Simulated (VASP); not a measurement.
Energy against volume of Hf (hcp). Computed with PBE GGA with D3 dispersion (zero damping), VASP's PBE PAW potentials (set 64) (plane waves; VASP 6.6.1). Settings: 520 eV cut-off, 13×13×7 Γ-centred mesh, first-order Methfessel-Paxton smearing of 0.10 eV, potentials Hf_pv.

Shape and ions are relaxed at each volume.

```
V (Å³/atom)  E (eV/atom)
-----------  -----------
21.090         -10.31779
21.743         -10.32497
22.395         -10.31846
23.047         -10.29983
```

Q: Fit these four points and predict the energy of the run at 20.438 Å³/atom.

A: A cubic in V^(−2/3), the third-order Birch-Murnaghan form, passes through the four points with V0 = 21.75 Å³/atom and B0 = 112 GPa, and gives -10.2952 eV/atom there. The run gave -10.2951 eV/atom, +0.0 meV/atom from the fit; all five points give B0 = 112 GPa.

The compound is Hf in the hcp structure. It was relaxed first.
